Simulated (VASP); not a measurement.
# A VASP study of Ta (r2SCAN): structure first, properties next, part 4 of 4

Aim: relax Ta, then compute properties on the relaxed cell. The start is a cell from a database of measured crystal structures.

VASP 6.6.1; r2SCAN; plane waves and PAW (Ta_pv).

Still holding for the runs below: This run has no spin polarisation. Its electron count is odd, so without a moment it is a metal by construction.

So far. Step 12 (Volume scan with r2SCAN (run 7)): The pressure falls from -7.39 to -10.44 GPa. The parabola predicted -10.37 GPa, +0.07 GPa off. Step 14 (Fit for r2SCAN): The fitted volume lies -0.01 % from the relaxed one. The relaxed cell has a = 3.294 Å (conventional setting).

### Step 15. Independent-particle dielectric function (r2SCAN)

This step: r2SCAN; plane waves and PAW (Ta_pv) (VASP 6.6.1).

LOPTICS sums transitions from filled to empty bands. The mesh is finer than in the run before. NBANDS is raised for it.

INCAR reads:

```
SYSTEM = Ta
PREC = Accurate
ENCUT = 400
EDIFF = 1E-06
NELM = 100
ISMEAR = 1
SIGMA = 0.2
LREAL = .FALSE.
ALGO = Normal
METAGGA = R2SCAN
LASPH = .TRUE.
NBANDS = 13
LORBIT = 11
LWAVE = .FALSE.
LCHARG = .FALSE.
KPAR = 2
LOPTICS = .TRUE.
NEDOS = 1500
CSHIFT = 0.1
```

POSCAR reads:

```
Ta
1.0
   -1.6471420227      1.6471420227      1.6471420227
    1.6471420227     -1.6471420227      1.6471420227
    1.6471420227      1.6471420227     -1.6471420227
Ta
1
Direct
    0.0000000000      0.0000000000      0.0000000000
```

KPOINTS reads:

```
Automatic mesh
0
Gamma
12 12 12
0 0 0
```

Potentials, in the order of the species: Ta_pv (PBE family, release 64).

Started as:

```console
$ mpirun -np 2 vasp_std
```

The program printed:

```text
[... set-up lines as in an earlier step ...]
 entering main loop
       N       E                     dE             d eps       ncg     rms          rms(c)
DAV:   1     0.158024974168E+02    0.15802E+02   -0.53168E+03  1909   0.685E+02
DAV:   2    -0.509508876407E+02   -0.66753E+02   -0.64902E+02  2177   0.217E+02
DAV:   3    -0.518750873306E+02   -0.92420E+00   -0.91902E+00  2090   0.246E+01
DAV:   4    -0.518769660673E+02   -0.18787E-02   -0.18787E-02  2017   0.123E+00
DAV:   5    -0.518769716046E+02   -0.55373E-05   -0.55370E-05  2092   0.602E-02    0.146E+01
DAV:   6    -0.485996428564E+02    0.32773E+01   -0.82781E-01  2002   0.102E+01    0.610E+00
DAV:   7    -0.485632124014E+02    0.36430E-01   -0.12771E-01  2082   0.392E+00    0.114E+00
DAV:   8    -0.485676485333E+02   -0.44361E-02   -0.84378E-03  1917   0.973E-01    0.354E-01
DAV:   9    -0.485680395610E+02   -0.39103E-03   -0.25337E-03  1942   0.478E-01    0.838E-02
DAV:  10    -0.485679852207E+02    0.54340E-04   -0.12651E-04  2027   0.128E-01    0.384E-02
DAV:  11    -0.485679797065E+02    0.55143E-05   -0.31767E-06  1982   0.182E-02    0.231E-03
DAV:  12    -0.485679805665E+02   -0.86006E-06   -0.22107E-07   961   0.372E-03
   1 F= -.48567981E+02 E0= -.48566255E+02  d E =-.517634E-02
 optical routines
 imaginary and real dielectric function
 direction            1
 direction            2
 direction            3
```

It took 79 s on 2 MPI ranks of AMD EPYC 7R43, shared host; peak memory 0.2 GiB.

Parts of OUTCAR (step 15):

```text
   k-points           NKPTS =     72   k-points in BZ     NKDIM =     72   number of bands    NBANDS=     13

   NELECT =      11.0000    total number of electrons

 E-fermi :   5.3495

 k-point     1 :       0.0000    0.0000    0.0000
  band No.  band energies     occupation
      1     -28.7931      2.00000
      2     -28.7931      2.00000
      3     -28.7931      2.00000
      4      -2.9710      2.00000
      5       6.2313     -0.00000
      6       6.2313     -0.00000
      7       6.2313     -0.00000
      8       9.7494      0.00000
      9       9.7494      0.00000
    ...

  Total        0.2450855      0.2450855      0.2450855      0.0000000     -0.0000000     -0.0000000
  in kB       21.9672214     21.9672214     21.9672214      0.0000000     -0.0000000     -0.0000000
  external PRESSURE =      21.9672214 kB  Pullay stress =       0.0000000 kB

 POSITION                                       TOTAL-FORCE (eV/Angst)
 -----------------------------------------------------------------------------------
      0.00000      0.00000      0.00000        -0.000000      0.000000      0.000000
 -----------------------------------------------------------------------------------
    total drift:                               -0.000000     -0.000000      0.000000

  FREE ENERGIE OF THE ION-ELECTRON SYSTEM (eV)
  ---------------------------------------------------
  free  energy   TOTEN  =       -48.5679805665 eV

  energy  without entropy=      -48.5628042302  energy(sigma->0) =      -48.56625512

 plasma frequency squared (from intraband transitions) (eV^2)
  --------------------------------------------------------------------------------------
     132.869      -0.000      -0.000
       0.000     132.869      -0.000
       0.000       0.000     132.869

[... 7 parts as in an earlier step ...]

[... 9 further parts left out ...]
```

At this level the cell is under a pressure of 2.2 GPa, so at these settings it is away from equilibrium. These are independent-particle spectra without excitons or local fields, and fine structure depends on the mesh and on CSHIFT. The intraband (Drude) part is not in this spectrum.

Numbers from this step:

```yaml
bands: 13
irreducible_k_points: 72
free_energy_toten: -48.57 eV
energy_at_zero_smearing: -48.57 eV
fermi_energy: 5.349 eV
pressure: 2.197 GPa
```

The imaginary dielectric function, xx has structure finer than the step of the table below, so its rows give means over 1 eV, whole bins alone (the curve runs from 0 to 25.0 eV). Peaks (eV: height): 0.2: 7.23, 0.8: 11.9, 4.0: 16.9, 5.6: 22.4, 9.6: 4.85.

The imaginary dielectric function, xx by photon energy; means over each step:

photon energy (eV), imaginary dielectric function, xx and a bar:
```
        1        8.3 ###############
        2        6.8 #############
        3       13.6 #########################
        4       13.7 #########################
        5       13.7 #########################
        6       16.2 ##############################
        7        5.4 ##########
        8        3.7 #######
        9        3.2 ######
       10        4.0 #######
       11        3.0 ######
       12        2.8 #####
       13        2.0 ####
       14        1.8 ###
       15        2.1 ####
       16        2.2 ####
       17        1.5 ###
       18        1.0 ##
       19        0.6 #
       20        0.3 
       21        0.3 #
       22        0.2 
       23        0.1 
       24        0.0
```

The real dielectric function, xx by photon energy:

photon energy (eV), real dielectric function, xx and a bar from the least value:
```
        0       29.4 ##############################
        1       14.9 ##################
        2       13.9 #################
        3       12.8 ################
        4        8.1 ############
        5        8.2 ############
        6       -6.1 
        7       -5.2 #
        8       -3.0 ###
        9       -0.7 #####
       10       -1.2 ####
       11       -1.7 ####
       12       -0.6 #####
       13       -0.6 #####
       14       -0.7 #####
       15       -0.5 #####
       16       -0.6 #####
       17       -0.8 #####
       18       -0.5 #####
       19       -0.6 #####
       20       -0.4 #####
       21        0.0 #####
       22        0.0 #####
       23        0.2 #####
       24        0.4 ######
```

### Step 16. A single point (r2SCAN), changed input

A single point gives energy, forces and stress at these settings. Some settings are moved from the usual, to see what they do.

INCAR, as its differences from that of step 15:

```diff
@@ -11,3 +11,3 @@
 LASPH = .TRUE.
-NBANDS = 13
+NBANDS = 7
 LORBIT = 11
@@ -16,4 +16,3 @@
 KPAR = 2
-LOPTICS = .TRUE.
-NEDOS = 1500
-CSHIFT = 0.1
+ISIF = 2
+ADDGRID = .TRUE.
```

POSCAR is that of step 15.

KPOINTS reads:

```
Automatic mesh
0
Gamma
8 8 8
0 0 0
```

Started as:

```console
$ mpirun -np 2 vasp_std
```

The program printed:

```text
[... set-up lines as in an earlier step ...]
 entering main loop
       N       E                     dE             d eps       ncg     rms          rms(c)
DAV:   1    -0.201002127093E+01   -0.20100E+01   -0.61104E+03   406   0.129E+03
DAV:   2    -0.514407242271E+02   -0.49431E+02   -0.48851E+02   553   0.256E+02
DAV:   3    -0.518910825699E+02   -0.45036E+00   -0.42981E+00   518   0.277E+01
DAV:   4    -0.519020165930E+02   -0.10934E-01   -0.10226E-01   658   0.178E+00
DAV:   5    -0.519020234595E+02   -0.68665E-05   -0.68670E-05   490   0.406E-02    0.147E+01
DAV:   6    -0.486216554100E+02    0.32804E+01   -0.10663E+00   406   0.188E+01    0.623E+00
DAV:   7    -0.485883848500E+02    0.33271E-01   -0.19217E-01   427   0.725E+00    0.108E+00
DAV:   8    -0.485928461789E+02   -0.44613E-02   -0.13436E-02   567   0.177E+00    0.373E-01
DAV:   9    -0.485932749559E+02   -0.42878E-03   -0.40513E-03   420   0.877E-01    0.961E-02
DAV:  10    -0.485931890102E+02    0.85946E-04   -0.29258E-04   462   0.270E-01    0.433E-02
DAV:  11    -0.485931863364E+02    0.26738E-05   -0.10254E-05   630   0.353E-02    0.140E-03
DAV:  12    -0.485931870284E+02   -0.69204E-06   -0.21540E-07   273   0.706E-03
   1 F= -.48593187E+02 E0= -.48593379E+02  d E =0.575586E-03
```

Wall time 35 s (2 MPI ranks); peak memory 0.27 GiB; 67 s of CPU time.

OUTCAR, selected parts (step 16):

```text
   k-points           NKPTS =     29   k-points in BZ     NKDIM =     29   number of bands    NBANDS=      7

   NELECT =      11.0000    total number of electrons

 E-fermi :   5.4212

 k-point     1 :       0.0000    0.0000    0.0000
  band No.  band energies     occupation
      1     -28.7654      2.00000
      2     -28.7654      2.00000
      3     -28.7654      2.00000
      4      -2.9711      2.00000
      5       6.2415     -0.00000
      6       6.2416     -0.00000
      7       6.2416     -0.00000

  Total       -0.0003947     -0.0003947     -0.0003947     -0.0000000     -0.0000000      0.0000000
  in kB       -0.0353741     -0.0353741     -0.0353741     -0.0000000     -0.0000000      0.0000000
  external PRESSURE =      -0.0353741 kB  Pullay stress =       0.0000000 kB

  FREE ENERGIE OF THE ION-ELECTRON SYSTEM (eV)
  ---------------------------------------------------
  free  energy   TOTEN  =       -48.5931870284 eV

  energy  without entropy=      -48.5937626143  energy(sigma->0) =      -48.59337889

[... 10 parts as in an earlier step ...]

[... 7 further parts left out ...]
```

This step gave:

```yaml
bands: 7
irreducible_k_points: 29
free_energy_toten: -48.59 eV
energy_at_zero_smearing: -48.59 eV
fermi_energy: 5.421 eV
pressure: -0.003537 GPa
```

Against the sound run “volume scan with r2SCAN”, the energy at zero smearing moves by +0.0 meV an atom, the pressure by +0.02 GPa and the Fermi level by -0.00 eV.

### Step 17. Outcome

| Property | Result |
| --- | --- |
| relaxed volume | 17.88 Å³/atom |
| relaxed conventional cell a, b, c | 3.294, 3.294, 3.294 Å |
| space group after relaxing, within 0.02 Å | Im-3m (No. 229) |
| band gap | none, a metal |
| DOS at the Fermi level | 1.47 states/eV/cell |
| bulk modulus from the fit | 208 GPa |
| volume from the fit | 17.9 Å³/atom |

With r2SCAN, Ta relaxes to 17.88 Å³/atom in space group Im-3m (held by the symmetry of the run), comes out as a metal and has a bulk modulus of 208 GPa. Against the listed cell the volume lies -0.7 %. Bands along the symmetry lines (r2SCAN): Of the bands kept, 2 cross the Fermi level on this path. Spin-orbit coupling is left out, and with elements this heavy it would split and shift bands near the Fermi level. The k-sampling is coarse for a metal, so the Fermi level, pressures and the shape of the cell carry errors. No search among competing phases was made. All values are for a static lattice at zero temperature.

[Lines on the potential files, build, host, timing and source positions are cut from VASP's logs without a mark.]

[Logs are printed without paths, hosts, clocks, repeated set-up lines and the standing remarks that a program may print on its own settings, such as how far it seeks lower states.]

[Hosts, paths, dates, database ids (printed as entryN), source tags and the programs' standing remarks are cut or masked in the printed files.]

[A measured line is paired with the nearest computed mode of its activity, which favours agreement.]
